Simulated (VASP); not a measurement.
```
Al3Sc
1.0
    4.08647     0.00000     0.00000
    0.00000     4.08647     0.00000
    0.00000     0.00000     4.08647
Sc Al
1 3
Direct
  0.00000   0.00000   0.00000
  0.00000   0.50000   0.50000
  0.50000   0.00000   0.50000
  0.50000   0.50000   0.00000
```

Level of theory: MS2 meta-GGA, VASP's PBE PAW potentials (set 64) (plane waves; VASP). Settings: 520 eV cut-off, 8×8×8 Γ-centred mesh, first-order Methfessel-Paxton smearing of 0.10 eV, potentials Sc_sv Al.

Q: Give the energy at these volumes per atom, relative to the lowest: 16.02, 16.54, 17.05, 17.56, 18.07 Å³.

A: 20.4, 5.0, 0.0, 4.0, 15.5 meV/atom. A third-order Birch-Murnaghan fit gives B0 = 92.1 GPa and B0′ = 4.6.

Measured: a 4.103 Å (computed value off by -0.4 %), as given by A Combined Experimental and First-Principles Based Assessment of Finite-Temperature Thermodynamic Properties of …. The calculation is for a static lattice, while the measured a holds thermal and zero-point effects, which are part of the difference.

The compound is Al3Sc in the L1_2 structure. It was relaxed first.
